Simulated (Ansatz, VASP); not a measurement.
**Sn2C: VASP beside Ansatz**

Wanted: the spread between two codes on one cell, functional and k mesh. The cell is generated by rule, not measured, and may not be a known phase. The cell is taken from a series of runs on this material, whose earlier steps may have relaxed, scaled, displaced or heated it; both programs get it as it stands.

Main program and level: Ansatz 0.2.0; plane waves, with VASP 6.6.1 beside it; single point at PBEsol.

**1. Starting point**

It takes space group Pn-3m (No. 224, cubic). The conventional cell has a = 5.284 Å, b = 5.284 Å, c = 5.284 Å, α = 90.00°, β = 90.00°, γ = 90.00°. Nearest to C lie 4 Sn at 2.29 Å. Nearest to Sn lie 2 C at 2.29 Å. Farther neighbours are not listed.

Coordinates:

```xyz
6
Lattice="5.2839 0.0000 0.0000 0.0000 5.2839 0.0000 0.0000 0.0000 5.2839" Properties=species:S:1:pos:R:3 pbc="T T T"
C     5.2839    0.0000    5.2839
C     2.6420    2.6420    2.6420
Sn    1.3210    1.3210    1.3210
Sn    3.9629    3.9629    1.3210
Sn    3.9629    1.3210    3.9629
Sn    1.3210    3.9629    3.9629
```

**2. VASP: single point, PBEsol, pair 1**

With cell and atoms fixed, the geometry can't cause a difference; cores, projectors, grids and the points listed under the comparison can.

Lines of VASP's logs that name or quote its potential files are left out, and so is its time.

The input, INCAR:

```
SYSTEM = Sn2C
PREC = Accurate
ENCUT = 600
EDIFF = 1E-06
NELM = 120
ISMEAR = 0
SIGMA = 0.1
LREAL = .FALSE.
ALGO = Normal
GGA = PS
NBANDS = 39
LORBIT = 11
LWAVE = .FALSE.
LCHARG = .FALSE.
ISIF = 2
LASPH = .TRUE.
GGA_COMPAT = .FALSE.
KPAR = 2
```

The input, POSCAR:

```
Sn2C
1.0
    5.2839100000      0.0000000000      0.0000000000
    0.0000000000      5.2839100000      0.0000000000
    0.0000000000      0.0000000000      5.2839100000
C Sn
2 4
Direct
    1.0000000000      0.0000000000      1.0000000000
    0.5000000000      0.5000000000      0.5000000000
    0.2500000000      0.2500000000      0.2500000000
    0.7500000000      0.7500000000      0.2500000000
    0.7500000000      0.2500000000      0.7500000000
    0.2500000000      0.7500000000      0.7500000000
```

The input, KPOINTS:

```
Automatic mesh
0
Gamma
4 4 4
0 0 0
```

Potentials, in the order of the species: C and Sn_d (PBE family, release 64).

Launch:

```bash
mpirun -np 2 vasp_std
```

Numbers of over 12 decimals in the logs are rounded to 6 here.

What it wrote:

```text
[banner, memory and clock lines left out]
running    2 mpi-ranks, on    1 nodes
 distrk:  each k-point on    1 cores,    2 groups
 distr:  one band on    1 cores,    1 groups

 POSCAR found type information on POSCAR C Sn
 POSCAR found :  2 types and       6 ions
|                                                                             |
|               ----> ADVICE to this user running VASP <----                  |
|                                                                             |
|     You enforced a specific xc type in the INCAR file but a different       |
|     [... a line on the potential file left out ...]
|     I HOPE YOU KNOW WHAT YOU ARE DOING!                                     |
|                                                                             |

 LDA part: xc-table for (Slater+PW92), standard interpolation
 POSCAR, INCAR and KPOINTS ok, starting setup
 FFT: planning ... GRIDC
 FFT: planning ... GRID_SOFT
 FFT: planning ... GRID
 WAVECAR not read
 entering main loop
       N       E                     dE             d eps       ncg     rms          rms(c)
DAV:   1     0.701150186518E+03    0.70115E+03   -0.34051E+04   815   0.260E+03
DAV:   2     0.773180568345E+02   -0.62383E+03   -0.60877E+03   780   0.678E+02
DAV:   3    -0.236134356715E+02   -0.10093E+03   -0.97513E+02   894   0.217E+02
DAV:   4    -0.309700794498E+02   -0.73566E+01   -0.71556E+01   932   0.574E+01
DAV:   5    -0.312333150532E+02   -0.26324E+00   -0.26289E+00   929   0.111E+01    0.911E+00
DAV:   6    -0.286770606664E+02    0.25563E+01   -0.17094E+01  1035   0.184E+01    0.426E+00
DAV:   7    -0.284841441202E+02    0.19292E+00   -0.24753E+00   836   0.589E+00    0.238E+00
DAV:   8    -0.284931087136E+02   -0.89646E-02   -0.10891E+00  1141   0.355E+00    0.106E+00
DAV:   9    -0.284519165477E+02    0.41192E-01   -0.13685E-01   972   0.158E+00    0.321E-01
DAV:  10    -0.284519483610E+02   -0.31813E-04   -0.22561E-02   851   0.598E-01    0.936E-02
DAV:  11    -0.284519680241E+02   -0.19663E-04   -0.15377E-03  1092   0.159E-01    0.335E-02
DAV:  12    -0.284519899318E+02   -0.21908E-04   -0.82948E-05   919   0.385E-02    0.357E-02
DAV:  13    -0.284519666368E+02    0.23295E-04   -0.44451E-05   803   0.313E-02    0.111E-02
DAV:  14    -0.284519643826E+02    0.22542E-05   -0.18523E-05   796   0.137E-02    0.283E-03
DAV:  15    -0.284519644443E+02   -0.61686E-07   -0.61392E-07   519   0.625E-03
   1 F= -.28451964E+02 E0= -.28422552E+02  d E =-.588247E-01
```

Parts of OUTCAR (step 2):

```text
ion  position               nearest neighbor table
   1  0.000  0.000  0.000-   3 2.29   4 2.29   5 2.29   6 2.29
   2  0.500  0.500  0.500-   3 2.29   4 2.29   5 2.29   6 2.29
   3  0.250  0.250  0.250-   1 2.29   2 2.29   4 3.74   5 3.74   6 3.74   5 3.74   6 3.74   4 3.74
                             6 3.74   6 3.74   4 3.74   5 3.74   5 3.74   4 3.74
   4  0.750  0.750  0.250-   1 2.29   2 2.29   3 3.74   5 3.74   6 3.74   5 3.74   6 3.74   3 3.74
                             5 3.74   5 3.74   3 3.74   6 3.74   6 3.74   3 3.74
   5  0.750  0.250  0.750-   1 2.29   2 2.29   3 3.74   4 3.74   6 3.74   3 3.74   4 3.74   4 3.74
                             6 3.74   4 3.74   3 3.74   6 3.74   3 3.74   6 3.74
   6  0.250  0.750  0.750-   1 2.29   2 2.29   3 3.74   4 3.74   5 3.74   3 3.74   4 3.74   3 3.74
                             5 3.74   3 3.74   4 3.74   5 3.74   4 3.74   5 3.74

  LATTYP: Found a simple cubic cell.
 ALAT       =     5.2839100000

 Subroutine GETGRP returns: Found 48 space group operations
 (whereof 24 operations were pure point group operations)

The static configuration has the point symmetry T_d .
 The point group associated with its full space group is O_h .

 Found     10 irreducible k-points:

   k-points           NKPTS =     10   k-points in BZ     NKDIM =     10   number of bands    NBANDS=     39

   dimension x,y,z NGX =    42 NGY =   42 NGZ =   42
   dimension x,y,z NGXF=    84 NGYF=   84 NGZF=   84

   ENCUT  =  600.0 eV  44.10 Ry    6.64 a.u.  10.55 10.55 10.55*2*pi/ulx,y,z

   NELECT =      64.0000    total number of electrons

 k-points in reciprocal lattice and weights: Automatic mesh
   0.00000000  0.00000000  0.00000000       0.016
   0.25000000  0.00000000  0.00000000       0.094
   0.50000000  0.00000000  0.00000000       0.047
   0.25000000  0.25000000  0.00000000       0.188
   0.50000000  0.25000000  0.00000000       0.188
   0.50000000  0.50000000  0.00000000       0.047
   0.25000000  0.25000000  0.25000000       0.125
   0.50000000  0.25000000  0.25000000       0.188
   0.50000000  0.50000000  0.25000000       0.094
   0.50000000  0.50000000  0.50000000       0.016

 average (electrostatic) potential at core
       1 -49.9577       2 -49.9577       3-101.0808       4-101.0808       5-101.0808
       6-101.0808

 E-fermi :   5.7664

 k-point     1 :       0.0000    0.0000    0.0000
  band No.  band energies     occupation
    ...
     27       2.3216      2.00000
     28       2.3216      2.00000
     29       2.3216      2.00000
     30       3.0585      2.00000
     31       3.0585      2.00000
     32       7.2664      0.00000
     33       7.2664      0.00000
     34       7.2664      0.00000
     35       7.3216      0.00000
     36       7.3216      0.00000
    ...

 k-point     2 :       0.2500    0.0000    0.0000
  band No.  band energies     occupation
    ...
     27       2.2535      2.00000
     28       2.2535      2.00000
     29       3.4211      2.00000
     30       3.6573      2.00000
     31       4.1971      2.00000
     32       6.0824      0.00001
     33       6.3296      0.00000
     34       6.3296      0.00000
     35       6.7344      0.00000
     36       7.7065      0.00000
    ...

 k-point     3 :       0.5000    0.0000    0.0000
  band No.  band energies     occupation
    ...
     28       2.1619      2.00000
     29       4.4769      2.00000
     30       4.4769      2.00000
     31       5.2735      2.00000
     32       5.2735      2.00000
     33       6.1328      0.00000
     34       6.1328      0.00000
     35       6.6765      0.00000
     36       6.6765      0.00000
     37       7.2134      0.00000
    ...

  Total       -6.2398859     -6.2398859     -6.2398859     -0.0000000     -0.0000000      0.0000000
  in kB      -67.7674272    -67.7674272    -67.7674272     -0.0000000     -0.0000000      0.0000000
  external PRESSURE =     -67.7674272 kB  Pullay stress =       0.0000000 kB

  energy-cutoff  :      600.00
  volume of cell :      147.53
      direct lattice vectors                 reciprocal lattice vectors
     5.283910000  0.000000000  0.000000000     0.189253791  0.000000000  0.000000000
     0.000000000  5.283910000  0.000000000     0.000000000  0.189253791  0.000000000
     0.000000000  0.000000000  5.283910000     0.000000000  0.000000000  0.189253791

 POSITION                                       TOTAL-FORCE (eV/Angst)
 -----------------------------------------------------------------------------------
      0.00000      0.00000      0.00000         0.000000     -0.000000     -0.000000
      2.64195      2.64195      2.64195         0.000000     -0.000000     -0.000000
      1.32098      1.32098      1.32098         0.000000     -0.000000     -0.000000
      3.96293      3.96293      1.32098         0.000000      0.000000      0.000000
      3.96293      1.32098      3.96293        -0.000000      0.000000     -0.000000
      1.32098      3.96293      3.96293        -0.000000     -0.000000      0.000000
 -----------------------------------------------------------------------------------
    total drift:                                0.000000      0.000000     -0.000000

  FREE ENERGIE OF THE ION-ELECTRON SYSTEM (eV)
  ---------------------------------------------------
  free  energy   TOTEN  =       -28.4519644443 eV

  energy  without entropy=      -28.3931397145  energy(sigma->0) =      -28.42255208

 total charge
# of ion       s       p       d       tot
------------------------------------------
    1        0.953   1.247   0.000   2.200
    2        0.953   1.247   0.000   2.200
    3        1.210   0.924  10.004  12.138
    4        1.210   0.924  10.004  12.138
    5        1.210   0.924  10.004  12.138
    6        1.210   0.924  10.004  12.138
--------------------------------------------------
tot          6.746   6.190  40.015  52.951

[... 3 further parts left out ...]
```

The k-mesh is coarse for a metal. The PAW data sets were made with PBE, which is usual practice but a small mismatch for other functionals.

**3. Ansatz: single point, PBEsol, pair 1**

Ansatz runs on its default PAW (the set named soft_2) files.

The same cell, functional, mesh and smearing now go to Ansatz, which takes its cutoff from its data sets.

The input, input.yaml:

```yaml
crystal:
  lattice:
    - [5.28391, 0.0, 0.0]
    - [0.0, 5.28391, 0.0]
    - [0.0, 0.0, 5.28391]
  atoms:
    - { symbol: C, position: [0.0, 0.0, 0.0] }
    - { symbol: C, position: [0.5, 0.5, 0.5] }
    - { symbol: Sn, position: [0.25, 0.25, 0.25] }
    - { symbol: Sn, position: [0.75, 0.75, 0.25] }
    - { symbol: Sn, position: [0.75, 0.25, 0.75] }
    - { symbol: Sn, position: [0.25, 0.75, 0.75] }
kpoints:
  mp_grid: { grid: [4, 4, 4] }
hamiltonian:
  xc: pbesol
scf:
  occupations: { method: gaussian, width: 0.1 }
output:
  forces: true
  stress: true
  eigenvalues: true
```

Launch:

```bash
ansatz run input.yaml --threads 8 --pin off --max-ram 14336MiB --backend cpu --events-out ev --progress --plain --runs-dir out
```

What it wrote:

```text
Engine: ansatz 0.2.0, aarch64-unknown-linux-gnu
Pseudopotentials: kind: paw
Pseudopotential: C, paw, valence charge 4, recommended cutoff 420 eV (normal), C.paw.azcp
Pseudopotential: Sn, paw, valence charge 14, recommended cutoff 420 eV (normal), Sn.paw.azcp
Functional definition: PBEsol
  exchange = pbesol_x
  correlation = pbesol_c
Crystal: 6 atoms, lattice volume = 147.525 Å³
Basis set: ecut = 420 eV, 2897 PW (Γ), exchange–correlation on 72×72×72 points (8 copies of the dense FFT grid, shifted against one another)
Bands: 39, of which v1, the nominal top of the filled ones, is band 32 counted from 1 (31 counted from 0)
Symmetry: 48 space group operations
Space group: Pn-3m (ITA 224), of the structure as read, at distance tolerance 5.3e-5 Å
k-points: 10 of 64
Non-local potential: C, projectors of the file, l = 0: 2, l = 1: 2, l = 2: 1
Non-local potential: Sn, projectors of the file, l = 0: 2, l = 1: 2, l = 2: 2, l = 3: 2
PAW form: soft (Blöchl's): semilocal exchange-correlation on the pseudo side does not see the compensation charge
PAW frozen core: C, regenerated for the run's functional, and the local potential with it (the file was generated under x = pbe(κ = 0.804, μ = 0.219515), c = pbe(β = 0.066725))
PAW frozen core: Sn, regenerated for the run's functional, and the local potential with it (the file was generated under x = pbe(κ = 0.804, μ = 0.219515), c = pbe(β = 0.066725))
PAW one-centre angular grid: C, 110 points (default); XC on 64 Gauss nodes
PAW one-centre angular grid: Sn, 590 points (default); XC on 64 Gauss nodes
Initial density: superposition of atomic densities (neutral atoms: chi_scale 0, normalization atom), corrected by the library's trained network
Initial wavefunctions: pseudopotential atomic-orbital guess
Functional: x = pbesol(κ = 0.804, μ = 0.123457), c = pbesol(β = 0.046)
SCF iter   1: F=—  HF=-24284.685598 eV  |F-HF|=—  |Δ(HF+E_count)|=         —  Δρ=1.10e-2  dr2=3.29e-1  ethr=1.77e-3  ⟨swp⟩=7.7  Hψ=1686  notcnv=0
preconditioner: auto → Kerker (q_TF=auto, 2.374 Å⁻¹)  [metal: Δε(μ)=0.071 eV  Ē_g=17.220 eV  σ=0.100 eV  W_gap=0.38  n_scr=26 (ndim 8)  ℏωp=24.5 eV  f_vac=0.000  D(μ)=10.92/eV (n_scr^D=122)]
SCF iter   2: F=—  HF=-24284.627580 eV  |F-HF|=—  |Δ(HF+E_count)|=   5.80e-2  Δρ=4.75e-3  dr2=6.95e-2  ethr=5.14e-4  ⟨swp⟩=2.0  Hψ=522  notcnv=0  defer=1
SCF iter   3: F=—  HF=-24284.613779 eV  |F-HF|=—  |Δ(HF+E_count)|=   1.38e-2  Δρ=8.81e-4  dr2=1.15e-3  ethr=1.09e-4  ⟨swp⟩=2.0  Hψ=493  notcnv=0  defer=1
SCF iter   4: F=—  HF=-24284.613756 eV  |F-HF|=—  |Δ(HF+E_count)|=   2.28e-5  Δρ=3.19e-4  dr2=1.81e-4  ethr=1.80e-6  ⟨swp⟩=2.0  Hψ=695  notcnv=0  defer=1
SCF iter   5: F=—  HF=-24284.613670 eV  |F-HF|=—  |Δ(HF+E_count)|=   8.57e-5  Δρ=1.33e-4  dr2=2.45e-5  ethr=2.82e-7  ⟨swp⟩=2.1  Hψ=680  notcnv=0  defer=1
SCF iter   6: F=—  HF=-24284.613707 eV  |F-HF|=—  |Δ(HF+E_count)|=   3.68e-5  Δρ=2.84e-5  dr2=7.09e-7  ethr=3.83e-8  ⟨swp⟩=2.0  Hψ=699  notcnv=0  defer=3
SCF iter   7: F=-24284.613707 eV  HF=-24284.613707 eV  |F-HF|=1.27e-8  |Δ(HF+E_count)|=   4.91e-7  Δρ=4.97e-6  dr2=4.30e-8  ethr=1.56e-10  ⟨swp⟩=11.0  Hψ=1781  notcnv=0
SCF 1 converged in 7 iterations: F = -24284.613707 eV  dr2 = 4.30e-8
  greatest PAW one-centre occupation: 0.992 electrons in one spin orbital (limit 2), on the Sn atom at site 4 (counted from 0), in its partial waves of l = 2
SCF converged after 7 iterations
Free energy (F): -24284.613707 eV
Harris-Foulkes:  -24284.613707 eV  (|F-HF|=1.27e-8)
Internal energy: -24284.554849 eV  (E = F + TS)
E sigma→0 (E₀):  -24284.584278 eV
Entropy (-TS):   -0.058858 eV (-9.810 meV/atom)
Fermi energy:    8.080674 eV
--- Per-component energies (eV) ---
  E_band       = -463.129550
  E_kinetic    = 902.287284
  E_local      = -4160.823659  (includes V_loc(G=0)·N_el)
  E_nonlocal   = -66.101482
  E_hartree    = 2393.829550
  E_xc         = -1603.324632
  E_vxc        = -494.454478  (∫ρ·V_xc dr)
  E_paw        = -16450.267628  (= ΣΔE_a)
  E_vpaw       = -1431.700633  (= ΣTr[D̂ρ^β])
  E_aug_tail   = 0.000006  (compensation charges beyond the density's cutoff)
  E_ewald      = -5301.335848
  E_core_change = 1.181560  (= ΣΔE_core)
  E_smearing   = -0.058858  (= −TS)
  E_closure    = 0.000000  (closes the sum)
  Σ components = -24284.613707   (vs F -24284.613707, Δ=0.00e0)
--- Forces (eV/Å), atoms counted from 1 ---
  atom   1  C      0.00000000    -0.00000000     0.00000000
  atom   2  C      0.00000000    -0.00000000     0.00000000
  atom   3  Sn     0.00000000     0.00000000    -0.00000000
  atom   4  Sn     0.00000000     0.00000000    -0.00000000
  atom   5  Sn     0.00000000    -0.00000000    -0.00000000
  atom   6  Sn     0.00000000    -0.00000000     0.00000000
  max |Σ_I F_I| component: 4.63e-18 eV/Å
--- Stress (GPa, compression-positive) ---
       -6.765627       0.000000      -0.000000
        0.000000      -6.765627       0.000000
        0.000000       0.000000      -6.765627
  P = ⅓ Tr σ = -6.7656 GPa (-67.656 kbar)
--- Band table (eV; the first three rows and the last of 10) ---
  k-point 0: bands = [... 28 lower, 4.6328, 5.3761, 5.3761, 9.5780, 9.5780, 9.5780, 9.6402, 9.6402, ... 3 higher]
  k-point 1: bands = [... 28 lower, 5.7386, 5.9678, 6.5143, 8.4002, 8.6442, 8.6442, 9.0458, 10.0222, ... 3 higher]
  k-point 2: bands = [... 28 lower, 6.7944, 6.7944, 7.5841, 7.5841, 8.4463, 8.4463, 8.9938, 8.9938, ... 3 higher]
  k-point 9: bands = [... 28 lower, 6.8561, 7.7197, 7.7197, 7.7197, 9.0830, 9.0830, 9.0830, 11.7099, ... 3 higher]
```

The run ends at a pressure of -6.77 GPa.

**4. Side by side**

Known differences besides the potentials themselves: the cutoff is 420 eV in Ansatz and 600 eV in VASP; Ansatz makes its cores anew for this functional, VASP keeps those of its PBE data sets. Total energies have different zeros and are not compared.

Both answers:

| quantity | Ansatz | VASP | difference |
| --- | --- | --- | --- |
| pressure (GPa) | -6.77 | -6.78 | +0.01 |

**5. VASP: single point, PBEsol, pair 2**

With cell and atoms fixed, the geometry can't cause a difference; cores, projectors, grids and the points listed under the comparison can. This pair takes another cell of the material, with 12 atoms against 6 for the pair before.

Edit INCAR of step 2 so:

```diff
@@ -5,4 +5,4 @@
 NELM = 120
-ISMEAR = 0
-SIGMA = 0.1
+ISMEAR = 1
+SIGMA = 0.2
 LREAL = .FALSE.
@@ -10,3 +10,3 @@
 GGA = PS
-NBANDS = 39
+NBANDS = 79
 LORBIT = 11
```

The input, POSCAR:

```
Sn2C
1.0
   -5.0213021337      0.0000000000      0.0000000000
    0.0000000000     -5.0213021337     -5.0213021337
    0.0000000000     -5.0213021337      5.0213021337
C Sn
4 8
Direct
    0.0000000000      0.5039830306      0.5039830306
    0.0000000000      0.9960169694      0.9960169694
    0.5000000000      0.9960169694      0.5039830306
    0.5000000000      0.5039830306      0.9960169694
    0.7500000000      0.2500000000      0.4982645762
    0.7500000000      0.7500000000      0.0017354238
    0.2500000000      0.0017354238      0.2500000000
    0.2500000000      0.4982645762      0.7500000000
    0.2500000000      0.0017354238      0.7500000000
    0.2500000000      0.4982645762      0.2500000000
    0.7500000000      0.7500000000      0.4982645762
    0.7500000000      0.2500000000      0.0017354238
```

The input, KPOINTS:

```
Automatic mesh
0
Gamma
8 6 6
0 0 0
```

Launch:

```bash
mpirun -np 2 vasp_std
```

What it wrote:

```text
[banner, memory and clock lines left out]
running    2 mpi-ranks, on    1 nodes
[...]
[... a notice as in an earlier step ...]

 LDA part: xc-table for (Slater+PW92), standard interpolation
 POSCAR, INCAR and KPOINTS ok, starting setup
[...]
entering main loop
       N       E                     dE             d eps       ncg     rms          rms(c)
DAV:   1     0.173299547047E+04    0.17330E+04   -0.63155E+04  8571   0.271E+03
DAV:   2     0.291860324636E+03   -0.14411E+04   -0.13980E+04  7900   0.795E+02
DAV:   3    -0.290760119738E+02   -0.32094E+03   -0.30717E+03  8410   0.267E+02
DAV:   4    -0.631519600976E+02   -0.34076E+02   -0.32621E+02  9456   0.838E+01
[...]
DAV:  13    -0.583397714189E+02   -0.62450E-05   -0.79774E-05  9756   0.336E-02    0.183E-02
DAV:  14    -0.583397653601E+02    0.60588E-05   -0.18366E-05  8429   0.200E-02    0.466E-03
DAV:  15    -0.583397651996E+02    0.16049E-06   -0.30764E-06  6451   0.853E-03
   1 F= -.58339765E+02 E0= -.58336485E+02  d E =-.984187E-02
```

OUTCAR, selected parts (step 5):

```text
  Total        0.1967826     -0.2203743     -0.2203743      0.0000000      0.0000000      0.0000000
  in kB        1.2451404     -1.3944162     -1.3944162      0.0000000      0.0000000      0.0000000
  external PRESSURE =      -0.5145640 kB  Pullay stress =       0.0000000 kB

 POSITION                                       TOTAL-FORCE (eV/Angst)
 -----------------------------------------------------------------------------------
      0.00000     -5.06130      0.00000        -0.000000     -0.017121     -0.000000
      0.00000    -10.00260      0.00000        -0.000000      0.017121     -0.000000
     -2.51065     -7.53195     -2.47065         0.000000     -0.000000      0.017121
     -2.51065     -7.53195      2.47065         0.000000     -0.000000     -0.017121
     -3.76598     -3.75726      1.24661        -0.000000      0.104484     -0.104484
     -3.76598     -3.77469     -3.75726        -0.000000     -0.131230      0.131230
     -1.25533     -1.26404      1.24661        -0.000000     -0.104484     -0.104484
     -1.25533     -6.26791      1.26404        -0.000000      0.131230      0.131230
     -1.25533     -3.77469      3.75726        -0.000000     -0.131230     -0.131230
     -1.25533     -3.75726     -1.24661        -0.000000      0.104484      0.104484
     -3.76598     -6.26791     -1.26404        -0.000000      0.131230     -0.131230
     -3.76598     -1.26404     -1.24661        -0.000000     -0.104484      0.104484
 -----------------------------------------------------------------------------------
    total drift:                               -0.000000     -0.000000     -0.000000

  FREE ENERGIE OF THE ION-ELECTRON SYSTEM (eV)
  ---------------------------------------------------
  free  energy   TOTEN  =       -58.3397651996 eV

  energy  without entropy=      -58.3299233319  energy(sigma->0) =      -58.33648458

[... 3 further parts left out ...]
[key lines of the parts left out:]
E-fermi :   7.3901
```

The run ends at a pressure of -0.05 GPa, with forces up to 0.19 eV/Å.

(Part 1 of 2 ends here.)

[Lines on the potential files, build, host, timing and source positions are cut from VASP's logs without a mark.]

[Logs are printed without paths, hosts, clocks, repeated set-up lines and the standing remarks that a program may print on its own settings, such as how far it seeks lower states.]

[Hosts, paths, dates, database ids (printed as entryN), source tags and the programs' standing remarks are cut or masked in the printed files.]
